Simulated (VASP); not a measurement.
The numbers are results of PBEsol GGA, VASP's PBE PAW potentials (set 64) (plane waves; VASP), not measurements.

A VASP calculation is set up with these files.

INCAR:
```
ISMEAR = 0
LWAVE = .FALSE.
PREC = Accurate
ALGO = Normal   # blocked Davidson
LCHARG = .FALSE.
SIGMA = 0.05   # width (eV)
SYSTEM = TaTe
GGA = PS   # PBEsol
LREAL = .FALSE.   # projection in real space or not
EDIFF = 1E-7
LASPH = .TRUE.
ENCUT = 400   # plane-wave cut-off (eV)
LORBIT = 11   # lm-projected
ICHARG = 11
NELM = 100   # most electronic steps
LMAXMIX = 6
```

### KPOINTS
```
k-points along high-symmetry lines
15
Line-mode
Reciprocal
  0.000000   0.000000   0.000000 ! GAMMA
  0.500000   0.000000   0.500000 ! X

  0.500000   0.000000   0.500000 ! X
  0.625000   0.250000   0.625000 ! U

  0.375000   0.375000   0.750000 ! K
  0.000000   0.000000   0.000000 ! GAMMA

  0.000000   0.000000   0.000000 ! GAMMA
  0.500000   0.500000   0.500000 ! L

  0.500000   0.500000   0.500000 ! L
  0.500000   0.250000   0.750000 ! W

  0.500000   0.250000   0.750000 ! W
  0.500000   0.000000   0.500000 ! X
```

File POSCAR:
```
TaTe
5.6229270
  0.0000000000   0.4999999946   0.4999999946
  0.4999999946   0.0000000000   0.4999999946
  0.4999999946   0.4999999946   0.0000000000
Ta Te
1 1
Direct
  0.0000000000   0.0000000000   0.0000000000
  0.5000000000   0.5000000000   0.5000000000
```

POTCAR, in this order: Ta_pv Te (PBE.64 set). Program: vasp_std. Read from the step before: CHGCAR.

What will the output report for the number of irreducible k-points (NKPTS), number of bands (NBANDS), largest plane-wave count, number of space-group operations, FFT grid (NGX, NGY, NGZ)?

The number of irreducible k-points (NKPTS) comes out as 90, the number of bands (NBANDS) is 12 and the largest plane-wave count is 869. The number of space-group operations is 48. The FFT grid (NGX, NGY, NGZ) is 28 × 28 × 28.

The structure was generated: TaTe was put into the rock salt type (Fm-3m), which need not be its known phase. It was relaxed first, which changed the volume by -40 %. The electron count is odd and the run is not spin-polarised, which forces a metal. VASP warned that the highest band is occupied, so more bands are needed.
